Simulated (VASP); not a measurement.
Method: PBE GGA, VASP's PBE PAW potentials (set 64) (plane waves; VASP 6.6.1).

The input files of a VASP run:

**KPOINTS**
```
Automatic mesh
0
Gamma
4 4 4
0 0 0
```

**INCAR**
```
! general
SYSTEM  = CdMg3Te4
PREC    = Accurate
ENCUT   = 400
LREAL   = .FALSE.
LASPH   = .TRUE.

! electronic loop
EDIFF   = 1E-6
NELM    = 100
ALGO    = Normal
LMAXMIX = 4

! smearing
ISMEAR  = 0
SIGMA   = 0.05

! functional
GGA     = PE

! output
LWAVE   = .TRUE.
LCHARG  = .FALSE.
```

**POSCAR**
```
CdMg3Te4
1
    6.5289842721     0.0000000000     0.0000000000
    0.0000000000     6.5289842721     0.0000000000
    0.0000000000     0.0000000000     6.5289842721
Mg Te Cd
3 4 1
Direct
  0.0000000000   0.0000000000   0.0000000000
  0.5000000000   0.5000000000   0.0000000000
  0.5000000000   0.0000000000   0.5000000000
  0.2532747302   0.2467252698   0.2467252698
  0.7467252698   0.7532747302   0.2467252698
  0.7467252698   0.2467252698   0.7532747302
  0.2532747302   0.7532747302   0.7532747302
  0.0000000000   0.5000000000   0.5000000000
```

POTCAR, in this order: Mg Te Cd (PBE.64 set). Program: vasp_std.

Unless said otherwise, spin-orbit coupling is left out, though it shifts the bands of the heavy elements here.

**Question.** What does the run give for the energy per atom (σ→0), band gap (on the k-mesh)?

**Answer.** 
```json
{
 "energy per atom (σ→0)": "-3.001 eV/atom",
 "band gap (on the k-mesh)": "1.78 eV"
}
```

**OSZICAR**
```
...
DAV:   8    -0.240035105736E+02   -0.10657E-01   -0.38999E-02   560   0.180E+00    0.859E-01
DAV:   9    -0.240064862063E+02   -0.29756E-02   -0.57607E-03   614   0.649E-01    0.174E-01
DAV:  10    -0.240069630290E+02   -0.47682E-03   -0.16795E-03   578   0.312E-01    0.878E-02
DAV:  11    -0.240071557126E+02   -0.19268E-03   -0.30564E-04   570   0.964E-02    0.189E-02
DAV:  12    -0.240071801839E+02   -0.24471E-04   -0.39429E-05   628   0.439E-02    0.106E-02
DAV:  13    -0.240071901487E+02   -0.99648E-05   -0.26834E-05   552   0.319E-02    0.457E-03
DAV:  14    -0.240071906971E+02   -0.54838E-06   -0.73861E-07   472   0.565E-03
   1 F= -.24007191E+02 E0= -.24007191E+02  d E =-.347749E-12
```

The structure was generated: CdMg3Te4 was put into an ordered model structure (P-43m), which need not be its known phase. It was relaxed first.
